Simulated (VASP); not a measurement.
Computed with PBE GGA, VASP's PBE PAW potentials (set 64) (plane waves; VASP).

Input for VASP

POSCAR:
```
Y
1.0
  3.6500000000   0.0000000000   0.0000000000
 -1.8250000000   3.1609930000   0.0000000000
  0.0000000000   0.0000000000   5.7300000000
Y
2
direct
  0.6666670000   0.3333330000   0.7500000000
  0.3333330000   0.6666670000   0.2500000000
```

### INCAR
```
GGA = PE
LCHARG = F
IBRION = 2
ISIF = 3   # ions, shape and volume
NELM = 100
SIGMA = 0.1   # width (eV)
SYSTEM = Y
ISMEAR = 1   # Methfessel-Paxton
LWAVE = F
EDIFF = 1E-6   # SCF stop (eV)
LASPH = T
LMAXMIX = 4
ALGO = Normal   # blocked Davidson
PREC = Accurate
EDIFFG = -0.01   # ionic stop
LREAL = F   # projection in real space or not
ENCUT = 480   # plane-wave cut-off (eV)
NSW = 60   # most ionic steps
```

KPOINTS:
```
Automatic mesh
0
Gamma
10 10 6
0 0 0
```

POTCAR, in this order: Y_sv (PBE.64 set). Program: vasp_std.

What VASP printed:

### OSZICAR
```
       N       E                     dE             d eps       ncg     rms          rms(c)
DAV:   1     0.836080380662E+02    0.83608E+02   -0.11109E+04  1680   0.131E+03
DAV:   2    -0.594637772388E+01   -0.89554E+02   -0.88481E+02  2100   0.273E+02
DAV:   3    -0.131433006983E+02   -0.71969E+01   -0.71242E+01  3186   0.469E+01
DAV:   4    -0.132663678796E+02   -0.12307E+00   -0.12303E+00  1869   0.705E+00
DAV:   5    -0.132697298277E+02   -0.33619E-02   -0.33619E-02  2416   0.886E-01    0.325E+01
DAV:   6    -0.129366568425E+02    0.33307E+00   -0.44034E-01  1680   0.477E+00    0.202E+01
DAV:   7    -0.128799272058E+02    0.56730E-01   -0.87199E-01  2101   0.619E+00    0.188E+00
DAV:   8    -0.128697056722E+02    0.10222E-01   -0.18034E-01  2009   0.275E+00    0.147E+00
DAV:   9    -0.128685158792E+02    0.11898E-02   -0.42104E-03  2425   0.458E-01    0.420E-01
DAV:  10    -0.128687351314E+02   -0.21925E-03   -0.24848E-03  1722   0.525E-01    0.475E-01
DAV:  11    -0.128686138779E+02    0.12125E-03   -0.23767E-04  1873   0.162E-01    0.504E-02
DAV:  12    -0.128686085717E+02    0.53061E-05   -0.35977E-05  2012   0.589E-02    0.192E-02
DAV:  13    -0.128686101602E+02   -0.15884E-05   -0.56909E-06  1797   0.242E-02    0.731E-04
DAV:  14    -0.128686102270E+02   -0.66815E-07   -0.12994E-07  1071   0.267E-03
   1 F= -.12868610E+02 E0= -.12869802E+02  d E =-.128686E+02
       N       E                     dE             d eps       ncg     rms          rms(c)
DAV:   1    -0.129046681409E+02   -0.36058E-01   -0.10543E+00  1932   0.796E+00    0.119E+00
DAV:   2    -0.128793259872E+02    0.25342E-01   -0.81629E-02  1966   0.202E+00    0.654E-01
DAV:   3    -0.128699042441E+02    0.94217E-02   -0.66746E-02  2788   0.155E+00    0.476E-01
DAV:   4    -0.128705814772E+02   -0.67723E-03   -0.45609E-03  1952   0.414E-01    0.250E-01
DAV:   5    -0.128714571180E+02   -0.87564E-03   -0.58420E-04  2338   0.157E-01    0.805E-02
DAV:   6    -0.128716909909E+02   -0.23387E-03   -0.56491E-04  2595   0.109E-01    0.299E-02
DAV:   7    -0.128717058281E+02   -0.14837E-04   -0.25251E-05  1897   0.379E-02    0.135E-02
DAV:   8    -0.128717057866E+02    0.41487E-07   -0.62120E-06  2026   0.137E-02
   2 F= -.12871706E+02 E0= -.12872947E+02  d E =-.309556E-02
       N       E                     dE             d eps       ncg     rms          rms(c)
DAV:   1    -0.128721570047E+02   -0.45118E-03   -0.12967E-02  1953   0.881E-01    0.132E-01
DAV:   2    -0.128718415686E+02    0.31544E-03   -0.10229E-03  2032   0.224E-01    0.728E-02
DAV:   3    -0.128717243165E+02    0.11725E-03   -0.83779E-04  2818   0.173E-01    0.532E-02
DAV:   4    -0.128717341632E+02   -0.98467E-05   -0.56090E-05  1968   0.457E-02    0.289E-02
DAV:   5    -0.128717478584E+02   -0.13695E-04   -0.67137E-06  2253   0.183E-02    0.924E-03
DAV:   6    -0.128717523876E+02   -0.45292E-05   -0.71318E-06  2134   0.126E-02    0.326E-03
DAV:   7    -0.128717528542E+02   -0.46662E-06   -0.34869E-07   861   0.478E-03
   3 F= -.12871753E+02 E0= -.12872991E+02  d E =-.314263E-02
       N       E                     dE             d eps       ncg     rms          rms(c)
DAV:   1    -0.128718429644E+02   -0.90577E-04   -0.28301E-03  1953   0.412E-01    0.618E-02
DAV:   2    -0.128717724474E+02    0.70517E-04   -0.22242E-04  2025   0.104E-01    0.338E-02
DAV:   3    -0.128717462325E+02    0.26215E-04   -0.18495E-04  2810   0.811E-02    0.249E-02
DAV:   4    -0.128717489560E+02   -0.27235E-05   -0.11944E-05  1894   0.213E-02    0.139E-02
DAV:   5    -0.128717527754E+02   -0.38194E-05   -0.11912E-06  1092   0.903E-03    0.421E-03
DAV:   6    -0.128717542092E+02   -0.14338E-05   -0.26852E-06  1596   0.687E-03    0.226E-03
DAV:   7    -0.128717542413E+02   -0.32084E-07   -0.10604E-07   861   0.251E-03
   4 F= -.12871754E+02 E0= -.12872990E+02  d E =-.314401E-02
       N       E                     dE             d eps       ncg     rms          rms(c)
DAV:   1    -0.128760169302E+02   -0.42627E-02   -0.13886E-01  2002   0.289E+00    0.427E-01
DAV:   2    -0.128728498004E+02    0.31671E-02   -0.80510E-03  1889   0.649E-01    0.208E-01
DAV:   3    -0.128719467158E+02    0.90308E-03   -0.72706E-03  2773   0.492E-01    0.130E-01
DAV:   4    -0.128719894584E+02   -0.42743E-04   -0.30778E-04  1932   0.117E-01    0.860E-02
DAV:   5    -0.128720852012E+02   -0.95743E-04   -0.14828E-04  2221   0.745E-02    0.300E-02
DAV:   6    -0.128720868036E+02   -0.16025E-05   -0.14250E-05  1743   0.320E-02    0.150E-02
DAV:   7    -0.128720862538E+02    0.54989E-06   -0.48404E-06  1819   0.140E-02
   5 F= -.12872086E+02 E0= -.12873301E+02  d E =-.332012E-03
```

File OUTCAR:
```
------------------------ aborting loop because EDIFF is reached ----------------------------------------
  FORCE on cell =-STRESS in cart. coord.  units (eV):
  Direction    XX          YY          ZZ          XY          YZ          ZX
  --------------------------------------------------------------------------------------
  Total        0.0116954      0.0116954      0.0139936      0.0000000     -0.0000000      0.0000000
  in kB        0.2866739      0.2866739      0.3430074      0.0000000     -0.0000000      0.0000000
  external PRESSURE =       0.3054517 kB  Pullay stress =       0.0000000 kB
  volume of cell :       65.36
      direct lattice vectors                 reciprocal lattice vectors
     3.656927530  0.000000000  0.000000000     0.273453601  0.157878496  0.000000000
    -1.828463765  3.166992418 -0.000000000    -0.000000000  0.315756992  0.000000000
     0.000000000 -0.000000000  5.643816310    -0.000000000  0.000000000  0.177185072
 POSITION                                       TOTAL-FORCE (eV/Angst)
 -----------------------------------------------------------------------------------
      1.82847      1.05566      4.23286        -0.000000      0.000000      0.000000
     -0.00000      2.11133      1.41095         0.000000     -0.000000      0.000000
 -----------------------------------------------------------------------------------
    total drift:                               -0.001118      0.000646     -0.000329
  FREE ENERGIE OF THE ION-ELECTRON SYSTEM (eV)
  ---------------------------------------------------
  free  energy   TOTEN  =       -12.8720862538 eV

  energy  without entropy=      -12.8757316830  energy(sigma->0) =      -12.87330140

 reached required accuracy - stopping structural energy minimisation
```
(Selected blocks of OUTCAR.)

### CONTCAR
```
Y
   1.00000000000000
     3.6569275298821804    0.0000000000000000    0.0000000000000000
    -1.8284637649410902    3.1669924184318643   -0.0000000000000000
     0.0000000000000000   -0.0000000000000000    5.6438163099613075
  Y
     2
Direct
     0.6666669999999968    0.3333330000000032    0.7500000000000000
     0.3333330000000032    0.6666669999999968    0.2500000000000000
```

OUTCAR:
```
 val. band max:        3.0117503995   @ k =   0.4000   0.0000   0.1667

 cond. band min:       3.0678359201   @ k =   0.3000   0.1000   0.1667


 Fermi energy:         3.0166803864

 k-point     1 :       0.0000    0.0000    0.0000
  band No.  band energies     occupation
      1     -39.6576      2.00000
      2     -39.5780      2.00000
      3     -19.9462      2.00000
      4     -19.4670      2.00000
      5     -19.4670      2.00000
      6     -19.3686      2.00000
      7     -19.3686      2.00000
      8     -19.3208      2.00000
      9      -1.6706      2.00000
     10       1.1807      2.00000
     11       4.0336     -0.00000
     12       4.7488     -0.00000
     13       4.7488     -0.00000
     14       5.1923      0.00000
     15       5.3886      0.00000

 k-point     2 :       0.1000    0.0000    0.0000
  band No.  band energies     occupation
      1     -39.6527      2.00000
      2     -39.5765      2.00000
      3     -19.9281      2.00000
      4     -19.5011      2.00000
      5     -19.4790      2.00000
      6     -19.4047      2.00000
      7     -19.3726      2.00000
      8     -19.3300      2.00000
      9      -1.4604      2.00000
     10       1.3731      2.00000
     11       3.8041     -0.00000
     12       4.2969     -0.00000
     13       4.9442     -0.00000
     14       5.1648      0.00000
     15       5.5193      0.00000

 k-point     3 :       0.2000    0.0000    0.0000
  band No.  band energies     occupation
      1     -39.6395      2.00000
      2     -39.5732      2.00000
      3     -19.8776      2.00000
      4     -19.5910      2.00000
      5     -19.5093      2.00000
      6     -19.4963      2.00000
      7     -19.3844      2.00000
      8     -19.3575      2.00000
      9      -0.8698      2.00000
     10       1.8478      2.00000
     11       3.2791     -0.00131
     12       3.6399     -0.00000
     13       4.7348     -0.00000
     14       5.0908      0.00000
     15       5.1433      0.00000
...
```

The compound is Y in the hcp structure. This run relaxes it. Symmetry was kept, so distortions that lower it aren't found.
